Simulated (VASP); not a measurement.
Consider the following.

```
CELL_PARAMETERS angstrom
      3.51857     0.00000     0.00000
      0.00000     3.51857     0.00000
      0.00000     0.00000     3.51857
ATOMIC_POSITIONS crystal
  Al 0.00000 0.00000 0.00000
  Ni 0.00000 0.50000 0.50000
  Ni 0.50000 0.00000 0.50000
  Ni 0.50000 0.50000 0.00000
```
Starting moments (μB, in the order of the record's atoms Al Ni Ni Ni): 0.0 0.2 0.2 0.2.

All values below come from PBEsol GGA, VASP's PBE PAW potentials (set 64) (plane waves; VASP 6.6.1). Settings: 400 eV cut-off, Gaussian smearing of 0.050 eV, potentials Al Ni.

Q: Estimate the cell moment, band gap (along the path) with the smallest direct gap where there is one.

A: 
```json
{
 "band gap (along the path)": "none (metal, semimetal or under 0.01 eV)",
 "cell_moment": "0.00 μB"
}
```

The compound is Ni3Al in the L1_2 structure. It was relaxed first.
